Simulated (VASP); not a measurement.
# Driving VASP from ASE on SiNi3, part 2 of 3

Do ASE scripts that read SiNi3 from different structure formats give one answer, and do several routes find one equilibrium volume? All runs use LDA. Left out of this account: at least 1 further run (self-consistent run: a reference on another mesh). The start is a computed cell from the Materials Project.

VASP 6.6.1; LDA, spin-polarised from a ferromagnetic start; plane waves and PAW (Si, Ni).

So far. Step 2 (A single point (LDA, through ASE)): The pressure is -7.55 GPa and the largest force 0.000 eV/Å, so the cell is not at a minimum at these settings.

## 3. Self-consistent run (LDA, through ASE)

The single point through ASE, with the structure read from a CIF with its space group. The mesh changes to 6×6×6, so this is no clean test of the format.

The input, run.py:

```python
import numpy as np
from ase.calculators.vasp import Vasp
from ase.io import read
from ase.dft.bandgap import bandgap

atoms = read('SiNi3.cif')

calc = Vasp(
    xc='lda',
    pp='LDA',
    prec='Accurate',
    encut=400,
    ediff=1e-06,
    nelm=100,
    ismear=-1,
    sigma=0.05,
    lreal=False,
    algo='Normal',
    nbands=27,
    ispin=2,
    lasph=True,
    lmaxmix=4,
    lorbit=11,
    lwave=False,
    lcharg=False,
    kpar=4,
    isif=2,
    pp_version='64',
    setups={'Si': '', 'Ni': ''},
    kpts=(6, 6, 6),
    gamma=True,
    txt='vasp.out',
    magmom=[0.0, 1.0, 1.0, 1.0],
)
atoms.calc = calc

print("energy (eV):", round(atoms.get_potential_energy(), 6))
print("Fermi level (eV):", round(calc.get_fermi_level(), 4))
print("forces (eV/A):")
print(np.round(atoms.get_forces(), 4))
print("stress (GPa, Voigt, tension positive):", np.round(atoms.get_stress() * 160.21766, 3))
print("magnetic moment (muB):", round(atoms.get_magnetic_moment(), 3))
gap, p1, p2 = bandgap(calc, direct=False)
print("gap on the mesh (eV):", round(gap, 4))
```

The input, SiNi3.cif:

```cif
data_SiNi3
_cell_length_a 3.46374006
_cell_length_b 3.46374006
_cell_length_c 3.46374006
_cell_angle_alpha 90.00000000
_cell_angle_beta 90.00000000
_cell_angle_gamma 90.00000000
_space_group_name_H-M_alt 'Pm-3m'
_space_group_name_Hall '-P 4 2 3'
_space_group_IT_number 221
loop_
_space_group_symop_operation_xyz
'x,y,z'
'-x,-y,-z'
'-y,x,z'
'y,-x,-z'
'-x,-y,z'
'x,y,-z'
'y,-x,z'
'-y,x,-z'
'x,-y,-z'
'-x,y,z'
'-y,-x,-z'
'y,x,z'
'-x,y,-z'
'x,-y,z'
'y,x,-z'
'-y,-x,z'
'z,x,y'
'-z,-x,-y'
'z,-y,x'
'-z,y,-x'
'z,-x,-y'
'-z,x,y'
'z,y,-x'
'-z,-y,x'
'-z,x,-y'
'z,-x,y'
'-z,-y,-x'
'z,y,x'
'-z,-x,y'
'z,x,-y'
'-z,y,x'
'z,-y,-x'
'y,z,x'
'-y,-z,-x'
'x,z,-y'
'-x,-z,y'
'-y,z,-x'
'y,-z,x'
'-x,z,y'
'x,-z,-y'
'-y,-z,x'
'y,z,-x'
'-x,-z,-y'
'x,z,y'
'y,-z,-x'
'-y,z,x'
'x,-z,y'
'-x,z,-y'
loop_
_atom_site_label
_atom_site_type_symbol
_atom_site_symmetry_multiplicity
_atom_site_Wyckoff_symbol
_atom_site_fract_x
_atom_site_fract_y
_atom_site_fract_z
_atom_site_occupancy
Si1 Si 1 a 0.0000000000 0.0000000000 0.0000000000 1
Ni1 Ni 3 c 0.0000000000 0.5000000000 0.5000000000 1
```

PAW data sets: Si and Ni (LDA family, release 64).

Command:

```console
> export ASE_VASP_COMMAND="mpirun -np 4 vasp_std"
> python run.py
```

The program printed:

```text
energy (eV): -27.898805
Fermi level (eV): 11.0042
forces (eV/A):
[[0. 0. 0.]
 [0. 0. 0.]
 [0. 0. 0.]
 [0. 0. 0.]]
stress (GPa, Voigt, tension positive): [ 7.606  7.606  7.606 -0.    -0.     0.   ]
magnetic moment (muB): 0.001
gap on the mesh (eV): 0.0
```

It took 4.2 s on 4 MPI ranks of Intel Xeon 6975P-C (Granite Rapids), shared host; peak memory 0.54 GiB.

ASE turned this into the INCAR:

```
ENCUT = 400.000000
SIGMA = 0.050000
EDIFF = 1.00e-06
ALGO = Normal
PREC = Accurate
ISIF = 2
ISMEAR = -1
ISPIN = 2
KPAR = 4
LMAXMIX = 4
LORBIT = 11
NBANDS = 27
NELM = 100
MAGMOM = 1*0.0000 3*1.0000
LASPH = .TRUE.
LCHARG = .FALSE.
LWAVE = .FALSE.
LREAL = .FALSE.
```

The KPOINTS that ASE wrote:

```
KPOINTS created by Atomic Simulation Environment
0
Gamma
6 6 6
0 0 0
```

VASP's own log, vasp.out:

```text
[... set-up lines as in an earlier step ...]
 entering main loop
       N       E                     dE             d eps       ncg     rms          rms(c)
DAV:   1     0.178300638683E+03    0.17830E+03   -0.12468E+04  2248   0.138E+03
DAV:   2    -0.206723885242E+02   -0.19897E+03   -0.18543E+03  2166   0.287E+02
DAV:   3    -0.313335158840E+02   -0.10661E+02   -0.10158E+02  2405   0.841E+01
DAV:   4    -0.315262852334E+02   -0.19277E+00   -0.19238E+00  2463   0.109E+01
DAV:   5    -0.315321950026E+02   -0.59098E-02   -0.59090E-02  2585   0.171E+00    0.215E+01
DAV:   6    -0.314717158697E+02    0.60479E-01   -0.28841E+01  2589   0.986E+01    0.173E+01
DAV:   7    -0.280043463074E+02    0.34674E+01   -0.99211E+00  2573   0.549E+01    0.421E+00
DAV:   8    -0.279219251246E+02    0.82421E-01   -0.27636E-01  2642   0.433E+00    0.149E+00
DAV:   9    -0.279084244471E+02    0.13501E-01   -0.13982E-02  3157   0.138E+00    0.668E-01
DAV:  10    -0.279066115826E+02    0.18129E-02   -0.10128E-03  2700   0.324E-01    0.346E-01
DAV:  11    -0.279056343126E+02    0.97727E-03   -0.29499E-04  2761   0.272E-01    0.913E-02
DAV:  12    -0.279056211296E+02    0.13183E-04   -0.10746E-04  3080   0.919E-02    0.471E-02
DAV:  13    -0.279056222777E+02   -0.11481E-05   -0.90812E-06  2466   0.410E-02    0.113E-02
DAV:  14    -0.279056217380E+02    0.53967E-06   -0.88726E-07  1760   0.952E-03
   1 F= -.27905622E+02 E0= -.27898805E+02  d E =-.136334E-01  mag=    -0.0001
```

From OUTCAR (step 3):

```text
The static configuration has the point symmetry O_h .

 Found     20 irreducible k-points:

   k-points           NKPTS =     20   k-points in BZ     NKDIM =     20   number of bands    NBANDS=     27

   NELECT =      34.0000    total number of electrons

 E-fermi :  11.0042

 spin component 1
 k-point     1 :       0.0000    0.0000    0.0000
  band No.  band energies     occupation
    ...
     12      10.1077      1.00000
     13      10.1077      1.00000
     14      10.3549      1.00000
     15      10.3549      1.00000
     16      10.6847      0.99832
     17      11.0157      0.44273
     18      11.0157      0.44273
     19      11.0157      0.44273
     20      16.1375      0.00000
     21      17.5466      0.00000
    ...

 k-point     2 :       0.1667    0.0000    0.0000
  band No.  band energies     occupation
    ...
     12      10.1455      1.00000
     13      10.1455      1.00000
     14      10.2948      1.00000
     15      10.3568      1.00000
     16      10.5458      0.99990
     17      11.0161      0.44112
     18      11.7046      0.00000
     19      11.7046      0.00000
     20      16.5320      0.00000
     21      17.4660      0.00000
    ...

 k-point     3 :       0.3333    0.0000    0.0000
  band No.  band energies     occupation
    ...
     12       9.8125      1.00000
     13       9.8125      1.00000
     14       9.9121      1.00000
     15      10.1000      1.00000
     16      10.4168      0.99999
     17      11.0167      0.43817
     18      13.3039      0.00000
     19      13.3039      0.00000
     20      16.5077      0.00000
     21      17.2682      0.00000
    ...

 k-point     4 :       0.5000    0.0000    0.0000
  band No.  band energies     occupation
    ...
     12       9.5890      1.00000
     13       9.5890      1.00000
     14       9.6414      1.00000
     15       9.7822      1.00000
     16      10.4239      0.99999
     17      11.0169      0.43704
     18      14.7624      0.00000
     19      14.7624      0.00000
     20      16.3654      0.00000
     21      16.3654      0.00000
    ...

  Total       -1.9728191     -1.9728191     -1.9728191      0.0000000     -0.0000000      0.0000000
  in kB      -76.0609872    -76.0609872    -76.0609872      0.0000000     -0.0000000      0.0000000
  external PRESSURE =     -76.0609872 kB  Pullay stress =       0.0000000 kB

 POSITION                                       TOTAL-FORCE (eV/Angst)
 -----------------------------------------------------------------------------------
      0.00000      0.00000      0.00000         0.000000      0.000000      0.000000
      0.00000      1.73187      1.73187         0.000000      0.000000      0.000000
      1.73187      0.00000      1.73187         0.000000      0.000000      0.000000
      1.73187      1.73187      0.00000         0.000000      0.000000      0.000000
 -----------------------------------------------------------------------------------
    total drift:                                0.000000     -0.000000     -0.000000

  FREE ENERGIE OF THE ION-ELECTRON SYSTEM (eV)
  ---------------------------------------------------
  free  energy   TOTEN  =       -27.9056217380 eV

  energy  without entropy=      -27.8919883435  energy(sigma->0) =      -27.89880504

 total charge
# of ion       s       p       d       tot
------------------------------------------
    1        0.736   0.842   0.000   1.578
    2        0.505   0.608   8.445   9.558
    3        0.505   0.608   8.445   9.558
    4        0.505   0.608   8.445   9.558
--------------------------------------------------
tot          2.252   2.665  25.334  30.252

 magnetization (x)
# of ion       s       p       d       tot
------------------------------------------
    1        0.000  -0.000   0.000  -0.000
    2       -0.000  -0.000   0.000   0.000
    3       -0.000  -0.000   0.000   0.000
    4       -0.000  -0.000   0.000   0.000
--------------------------------------------------
tot         -0.000  -0.000   0.000   0.000

[... 5 parts as in an earlier step ...]

[... 11 further parts left out ...]
```

The k-mesh is coarse for a metal. At this level the cell is under a tension of 7.6 GPa, so at these settings it is away from equilibrium.

This step gave:

```
SCF cycles           : 14
irreducible k-points : 20
Fermi energy         : 11.00 eV
pressure             : -7.606 GPa
```

The energy lies +0.32 meV an atom from the first script, on another mesh.

## 4. Full relaxation (LDA, through ASE)

Properties are meant for the cell that this level of theory prefers, so cell and atoms are relaxed first (ISIF = 3) until forces and stress are small; EDIFFG sets the threshold.

run.py, as its differences from that of step 3:

```diff
@@ -2,6 +2,8 @@
 from ase.calculators.vasp import Vasp
-from ase.io import read
-from ase.dft.bandgap import bandgap
+from ase import Atoms
 
-atoms = read('SiNi3.cif')
+atoms = Atoms(['Si', 'Ni', 'Ni', 'Ni'],
+              cell=[[3.46374006, 0.0, 0.0], [0.0, 3.46374006, 0.0], [0.0, 0.0, 3.46374006]],
+              scaled_positions=[[0.0, 0.0, 0.0], [0.0, 0.5, 0.5], [0.5, 0.5, 0.0], [0.5, 0.0, 0.5]],
+              pbc=True)
 
@@ -26,6 +28,9 @@
     kpar=4,
-    isif=2,
+    ibrion=2,
+    nsw=60,
+    isif=3,
+    ediffg=-0.01,
     pp_version='64',
     setups={'Si': '', 'Ni': ''},
-    kpts=(6, 6, 6),
+    kpts=(9, 9, 9),
     gamma=True,
@@ -42,3 +47,5 @@
 print("magnetic moment (muB):", round(atoms.get_magnetic_moment(), 3))
-gap, p1, p2 = bandgap(calc, direct=False)
-print("gap on the mesh (eV):", round(gap, 4))
+print("cell (A, degrees):", np.round(atoms.cell.cellpar(), 4))
+print("volume (A^3):", round(atoms.get_volume(), 4))
+print("positions:")
+print(np.round(atoms.get_scaled_positions(), 5))
```

The program printed:

```text
energy (eV): -27.932271
Fermi level (eV): 11.4969
forces (eV/A):
[[-0.  0.  0.]
 [ 0. -0.  0.]
 [-0.  0.  0.]
 [-0. -0.  0.]]
stress (GPa, Voigt, tension positive): [ 0.144  0.144  0.144 -0.    -0.    -0.   ]
magnetic moment (muB): -0.0
cell (A, degrees): [ 3.4274  3.4274  3.4274 90.     90.     90.    ]
volume (A^3): 40.2618
positions:
[[0.  0.  0. ]
 [0.  0.5 0.5]
 [0.5 0.5 0. ]
 [0.5 0.  0.5]]
```

Elapsed: 12 s, on 4 MPI ranks; peak memory 0.63 GiB.

The INCAR that ASE wrote:

```
ENCUT = 400.000000
SIGMA = 0.050000
EDIFF = 1.00e-06
EDIFFG = -1.00e-02
ALGO = Normal
PREC = Accurate
IBRION = 2
ISIF = 3
ISMEAR = -1
ISPIN = 2
KPAR = 4
LMAXMIX = 4
LORBIT = 11
NBANDS = 27
NELM = 100
NSW = 60
MAGMOM = 1*0.0000 3*1.0000
LASPH = .TRUE.
LCHARG = .FALSE.
LWAVE = .FALSE.
LREAL = .FALSE.
```

ASE turned this into the KPOINTS:

```
KPOINTS created by Atomic Simulation Environment
0
Gamma
9 9 9
0 0 0
```

VASP's own log, vasp.out:

```text
[... set-up lines as in an earlier step ...]
 entering main loop
       N       E                     dE             d eps       ncg     rms          rms(c)
[... 13 cycles as in an earlier step ...]
   1 F= -.27907831E+02 E0= -.27900102E+02  d E =-.279078E+02  mag=     0.0007
 curvature:   0.00 expect dE= 0.000E+00 dE for cont linesearch  0.000E+00
 trial: gam= 0.00000 g(F)=  0.000E+00 g(S)=  0.139E+00 ort = 0.000E+00 (trialstep = 0.100E+01)
 search vector abs. value=  0.139E+00
 bond charge predicted
       N       E                     dE             d eps       ncg     rms          rms(c)
DAV:   1    -0.308672858380E+02   -0.29595E+01   -0.24656E+01  4008   0.741E+01    0.154E+01
DAV:   2    -0.300273896669E+02    0.83990E+00   -0.16981E+01  4488   0.809E+01    0.106E+01
DAV:   3    -0.279939678059E+02    0.20334E+01   -0.56060E+00  4526   0.418E+01    0.266E+00
DAV:   4    -0.279013142851E+02    0.92654E-01   -0.11793E-01  5162   0.363E+00    0.104E+00
DAV:   5    -0.278856271022E+02    0.15687E-01   -0.83286E-03  5746   0.103E+00    0.325E-01
DAV:   6    -0.278853674218E+02    0.25968E-03   -0.23860E-03  3924   0.430E-01    0.789E-02
DAV:   7    -0.278853805145E+02   -0.13093E-04   -0.13229E-04  5084   0.124E-01    0.338E-02
DAV:   8    -0.278853732968E+02    0.72177E-05   -0.13886E-05  5112   0.458E-02    0.127E-02
DAV:   9    -0.278853727972E+02    0.49959E-06   -0.13942E-06  2964   0.121E-02
   2 F= -.27885373E+02 E0= -.27878179E+02  d E =0.224584E-01  mag=     0.0000
 trial-energy change:    0.022458  1 .order    0.030117   -0.138662    0.198896
 step:   0.4444(harm=  0.4108)  dis= 0.00000  next Energy=   -27.939313 (dE=-0.315E-01)
 bond charge predicted
       N       E                     dE             d eps       ncg     rms          rms(c)
DAV:   1    -0.289224365178E+02   -0.10371E+01   -0.78307E+00  3972   0.442E+01    0.889E+00
DAV:   2    -0.289106845013E+02    0.11752E-01   -0.82014E+00  4532   0.486E+01    0.690E+00
DAV:   3    -0.279629834535E+02    0.94770E+00   -0.18308E+00  4526   0.264E+01    0.149E+00
DAV:   4    -0.279446558763E+02    0.18328E-01   -0.70584E-02  4000   0.164E+00    0.674E-01
DAV:   5    -0.279398499546E+02    0.48059E-02   -0.42365E-03  5436   0.112E+00    0.146E-01
DAV:   6    -0.279397389797E+02    0.11097E-03   -0.86245E-04  4158   0.268E-01    0.454E-02
DAV:   7    -0.279397660925E+02   -0.27113E-04   -0.66202E-05  5249   0.706E-02    0.226E-02
DAV:   8    -0.279397661374E+02   -0.44869E-07   -0.22389E-06  2957   0.164E-02
   3 F= -.27939766E+02 E0= -.27932271E+02  d E =-.319349E-01  mag=     0.0000
 curvature:  -0.20 expect dE=-0.971E-05 dE for cont linesearch -0.971E-05
 trial: gam=-0.01815 g(F)=  0.216E-64 g(S)=  0.474E-04 ort = 0.256E-02 (trialstep = 0.889E+00)
 search vector abs. value=  0.163E-07
 reached required accuracy - stopping structural energy minimisation
```

Parts of OUTCAR (step 4):

```text
The static configuration has the point symmetry O_h .

 Found     35 irreducible k-points:

   NELECT =      34.0000    total number of electrons

 E-fermi :  11.4969

 spin component 1
 k-point     1 :       0.0000    0.0000    0.0000
  band No.  band energies     occupation
    ...
     12      10.5717      1.00000
     13      10.5717      1.00000
     14      10.8295      1.00000
     15      10.8295      1.00000
     16      11.1775      0.99832
     17      11.5254      0.36093
     18      11.5254      0.36093
     19      11.5254      0.36093
     20      16.9555      0.00000
     21      18.2053      0.00000
    ...

 k-point     2 :       0.1111    0.0000    0.0000
  band No.  band energies     occupation
    ...
     12      10.6450      1.00000
     13      10.6450      1.00000
     14      10.8322      1.00000
     15      10.8362      1.00000
     16      11.1106      0.99956
     17      11.5256      0.36014
     18      11.8428      0.00099
     19      11.8428      0.00099
     20      17.2218      0.00000
     21      18.1611      0.00000
    ...

 k-point     3 :       0.2222    0.0000    0.0000
  band No.  band energies     occupation
    ...
     12      10.5147      1.00000
     13      10.5147      1.00000
     14      10.6543      1.00000
     15      10.8106      1.00000
     16      10.9412      0.99999
     17      11.5260      0.35814
     18      12.7161      0.00000
     19      12.7161      0.00000
     20      17.3353      0.00000
     21      18.0370      0.00000
    ...

 k-point     4 :       0.3333    0.0000    0.0000
  band No.  band energies     occupation
    ...
     12      10.2609      1.00000
     13      10.2609      1.00000
     14      10.3636      1.00000
     15      10.5623      1.00000
     16      10.8949      0.99999
     17      11.5264      0.35627
     18      13.8723      0.00000
     19      13.8723      0.00000
     20      17.2643      0.00000
     21      17.8716      0.00000
    ...

  Total       -0.0362061     -0.0362061     -0.0362061      0.0000000     -0.0000000      0.0000000
  in kB       -1.4407855     -1.4407855     -1.4407855      0.0000000     -0.0000000      0.0000000
  external PRESSURE =      -1.4407855 kB  Pullay stress =       0.0000000 kB

  energy-cutoff  :      400.00
  volume of cell :       40.26
      direct lattice vectors                 reciprocal lattice vectors
     3.427397626  0.000000000  0.000000000     0.291766556  0.000000000  0.000000000
    -0.000000000  3.427397626 -0.000000000    -0.000000000  0.291766556  0.000000000
    -0.000000000 -0.000000000  3.427397626    -0.000000000  0.000000000  0.291766556

 POSITION                                       TOTAL-FORCE (eV/Angst)
 -----------------------------------------------------------------------------------
      0.00000      0.00000      0.00000        -0.000000      0.000000      0.000000
     -0.00000      1.71370      1.71370         0.000000     -0.000000      0.000000
      1.71370      1.71370      0.00000        -0.000000      0.000000      0.000000
      1.71370     -0.00000      1.71370        -0.000000     -0.000000      0.000000
 -----------------------------------------------------------------------------------
    total drift:                                0.000000     -0.000000     -0.000000

  FREE ENERGIE OF THE ION-ELECTRON SYSTEM (eV)
  ---------------------------------------------------
  free  energy   TOTEN  =       -27.9397661374 eV

  energy  without entropy=      -27.9247755839  energy(sigma->0) =      -27.93227086

 reached required accuracy - stopping structural energy minimisation

 total charge
# of ion       s       p       d       tot
------------------------------------------
    1        0.736   0.862   0.000   1.598
    2        0.521   0.644   8.466   9.630
    3        0.521   0.644   8.466   9.630
    4        0.521   0.644   8.466   9.630
--------------------------------------------------
tot          2.298   2.793  25.397  30.487

 magnetization (x)
# of ion       s       p       d       tot
------------------------------------------
    1        0.000   0.000   0.000   0.000
    2        0.000  -0.000   0.000   0.000
    3        0.000  -0.000   0.000   0.000
    4        0.000  -0.000   0.000   0.000
--------------------------------------------------
tot          0.000  -0.000   0.000   0.000

[... 7 parts as in an earlier step ...]

[... 6 further parts left out ...]
```

The run keeps the 48 symmetry operations of its start, so it cannot find a distortion of lower symmetry.

Relaxation path:

```csv
step,energy less that of the first step (eV),largest force (eV/Å),pressure (GPa),volume (Å³)
1,0.0000,0.0000,-7.55,41.56
2,0.0225,0.0000,11.63,38.68
3,-0.0319,0.0000,-0.14,40.26
```

```csv
"conventional cell, symmetrised",before,after,change
a (Å),3.464,3.427,-1.0 %
b (Å),3.464,3.427,-1.0 %
c (Å),3.464,3.427,-1.0 %
volume (Å³/atom),10.39,10.07,-3.1 %
```

The relaxed structure:

```xyz
4
Lattice="3.4274 0.0000 0.0000 0.0000 3.4274 0.0000 0.0000 0.0000 3.4274" Properties=species:S:1:pos:R:3 pbc="T T T"
Si    0.0000    0.0000    0.0000
Ni    0.0000    1.7137    1.7137
Ni    1.7137    1.7137    0.0000
Ni    1.7137    0.0000    1.7137
```

Numbers from this step:

```
irreducible k-points            : 35
free energy (TOTEN)             : -27.94 eV
energy at zero smearing         : -27.93 eV
Fermi energy                    : 11.50 eV
pressure                        : -0.1441 GPa
SCF cycles over all ionic steps : 30
```

It ends with forces that vanish by symmetry and a pressure of -0.14 GPa.

(Continued in part 3 of 3.)

[Lines on the potential files, build, host, timing and source positions are cut from VASP's logs without a mark.]

[Logs are printed without paths, hosts, clocks, repeated set-up lines and the standing remarks that a program may print on its own settings, such as how far it seeks lower states.]

[Hosts, paths, dates, database ids (printed as entryN), source tags and the programs' standing remarks are cut or masked in the printed files.]

[A measured line is paired with the nearest computed mode of its activity, which favours agreement.]

[In band tables of VASP the shares of atoms and orbitals are scaled to a sum of 1 inside the atoms' spheres.]
